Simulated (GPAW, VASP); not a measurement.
An input for GPAW (LDA (Perdew-Wang 92), GPAW PAW datasets LDA (gpaw-data 1.0.1)):

```
from ase import Atoms
from ase.units import GPa
from gpaw import GPAW

atoms = Atoms(['Si', 'Si', 'Si', 'Si', 'Os', 'Os', 'Os', 'Os'],
              cell=[[4.765990, 0.000000, 0.000000],
                    [0.000000, 4.765990, 0.000000],
                    [0.000000, 0.000000, 4.765990]],
              scaled_positions=[[0.164760, 0.335240, 0.664760],
                                [0.335240, 0.664760, 0.164760],
                                [0.664760, 0.164760, 0.335240],
                                [0.835240, 0.835240, 0.835240],
                                [0.877170, 0.622830, 0.377170],
                                [0.622830, 0.377170, 0.877170],
                                [0.377170, 0.877170, 0.622830],
                                [0.122830, 0.122830, 0.122830]],
              pbc=True)

calc = GPAW(mode={'name': 'pw', 'ecut': 600},
            xc='LDA',
            kpts={'size': (6, 6, 6), 'gamma': True},
            occupations={'name': 'fixed-uniform'},
            nbands=-8,
            convergence={'density': 1e-05, 'energy': 1e-05, 'bands': -6},
            symmetry={'symmorphic': False, 'tolerance': 0.0005},
            maxiter=150)

atoms.calc = calc

energy = atoms.get_potential_energy()
print('Energy (eV):', round(energy, 6))
forces = atoms.get_forces()
print('Forces (eV/Ang):')
print(forces.round(5))
stress = atoms.get_stress()
print('Stress (GPa, Voigt):', (stress / GPa).round(4))
```

Q: Translate it to VASP.

A: One set of files that does it:

### POSCAR
```
SiOs
4.765990
  1.0000000000   0.0000000000   0.0000000000
  0.0000000000   1.0000000000   0.0000000000
  0.0000000000   0.0000000000   1.0000000000
Si Os
4 4
Cartesian
  0.1647600000   0.3352400000   0.6647600000
  0.3352400000   0.6647600000   0.1647600000
  0.6647600000   0.1647600000   0.3352400000
  0.8352400000   0.8352400000   0.8352400000
  0.8771700000   0.6228300000   0.3771700000
  0.6228300000   0.3771700000   0.8771700000
  0.3771700000   0.8771700000   0.6228300000
  0.1228300000   0.1228300000   0.1228300000
```

### INCAR
```
SYSTEM  =  SiOs
PREC  =  Accurate; ENCUT  =  300; LREAL  =  .FALSE.
LASPH  =  .TRUE.
EDIFF  =  1E-6; NELM  =  100; ALGO  =  Normal
LMAXMIX  =  6
ISMEAR  =  0; SIGMA  =  0.01
ISIF  =  2
LWAVE  =  .FALSE.; LCHARG  =  .FALSE.
```

File KPOINTS:
```
Automatic
0
Gamma
  6 6 6
```

POTCAR, in this order: Si Os (LDA.64 set). Program: vasp_std.

Both are inputs of real runs that ended normally. What can't carry over is the choice of potentials or basis and its cut-off, and each code's defaults.

Fixed occupations appear in VASP as a very narrow Gaussian smearing.

VASP's LDA is the Perdew-Zunger fit; the other code's may be Perdew-Wang, which differs slightly.

The structure comes from a computed database's SiOs entry; how it stands against other phases isn't given here. The cell was not relaxed at this level, and it may have been scaled.
